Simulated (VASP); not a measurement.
Data:

```xyz
3
Lattice="3.1829 0.0000 0.0000 -1.5914 2.7564 0.0000 0.0000 0.0000 16.9427" Properties=species:S:1:pos:R:3 pbc="T T T"
W      0.0000     0.0000     0.0000
S      0.0000     1.8376    15.3834
S      0.0000     1.8376     1.5594
```

These are r2SCAN meta-GGA, VASP's PBE PAW potentials (set 64) (plane waves; VASP 6.6.1) values and carry that method's errors. Settings: 400 eV cut-off, 9×9×2 Γ-centred mesh, tetrahedra with Blöchl corrections, potentials W_sv S.

The cell holds a wide vacuum, so values per volume refer to the whole cell. The path is coarsely sampled, so an indirect gap can come out somewhat too large. Unless said otherwise, spin-orbit coupling is left out, though it shifts the bands of the heavy elements here.

Question: Estimate the energy per atom (σ→0), band gap (over mesh and band path) with the smallest direct gap where there is one.

Answer: 
* **band gap (over mesh and band path)**: 1.90 eV
* **smallest direct gap (over mesh and band path)**: 1.92 eV
* **energy per atom (σ→0)**: -23.347 eV/atom

Total energies compare only between runs with the same potentials, cut-off and functional.

The cell is a sheet with vacuum, built from a database entry that may be metastable or hypothetical.
